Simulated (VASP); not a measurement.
VASP ran on this input.

### KPOINTS
```
Automatic mesh
0
gamma
 4 4 4
0.5 0.5 0.5
```

### INCAR
```
! general
SYSTEM   = SrCl2
PREC     = Accurate
ENCUT    = 300   ! plane-wave cut-off (eV)
LREAL    = .FALSE.   ! projection in real space or not
LASPH    = .TRUE.   ! aspherical one-centre terms
ISYM     = 3

! electronic loop
EDIFF    = 1E-6   ! SCF stop (eV)
NELM     = 100   ! most electronic steps
ALGO     = Normal   ! blocked Davidson
LMAXMIX  = 4

! smearing
ISMEAR   = 0   ! Gaussian
SIGMA    = 0.01

! functional
GGA      = PE   ! PBE
LHFCALC  = .TRUE.
AEXX     = 0.25
HFRCUT   = -1
PRECFOCK = Fast

! ions
ISIF     = 2   ! forces and stress, cell fixed

! output
LWAVE    = .FALSE.
LCHARG   = .FALSE.
```

### POSCAR
```
SrCl2
1.0
  0.0000000000   3.5424420000   3.5424420000
  3.5424420000   0.0000000000   3.5424420000
  3.5424420000   3.5424420000   0.0000000000
Sr Cl
1 2
Cartesian
  0.0000000000   0.0000000000   0.0000000000
  5.3136630000   5.3136630000   5.3136630000
  1.7712210000   1.7712210000   1.7712210000
```

POTCAR, in this order: Sr_sv Cl (PBE.64 set). Program: vasp_std.

Question: Write an equivalent input for Ansatz.

Answer: One equivalent input (not run):
Ansatz 0.2 input:
```yaml
crystal:
  lattice:
    - [0.0000000, 3.5424420, 3.5424420]
    - [3.5424420, 0.0000000, 3.5424420]
    - [3.5424420, 3.5424420, 0.0000000]
  atoms:
    - { symbol: Sr, position: [0.0000000, 0.0000000, 0.0000000] }
    - { symbol: Cl, position: [0.7500000, 0.7500000, 0.7500000] }
    - { symbol: Cl, position: [0.2500000, 0.2500000, 0.2500000] }
kpoints:
  mp_grid: { grid: [4, 4, 4], shift: [0.5, 0.5, 0.5] }
hamiltonian:
  xc: pbe0
  pseudopotentials: { kind: paw }
scf:
  occupations: { method: gaussian, width: 0.01 }
  max_iter: 100
output: { forces: true, stress: true, eigenvalues: true }
```
The two are equivalent in intent, not identical: each code has its own PAW files, so the cut-off isn't converted (ENCUT is set for VASP's; basis.ecutwfc is left out, and Ansatz then takes the one that its files recommend); Ansatz stops its SCF on the density residual and VASP on the energy change (EDIFF).

The structure comes from a computed database's SrCl2 entry; how it stands against other phases isn't given here. The cell was not relaxed at this level. The run is one of a series of settings (HFRCUT = -1, HFSCREEN removed against the base run), some of them coarse on purpose.
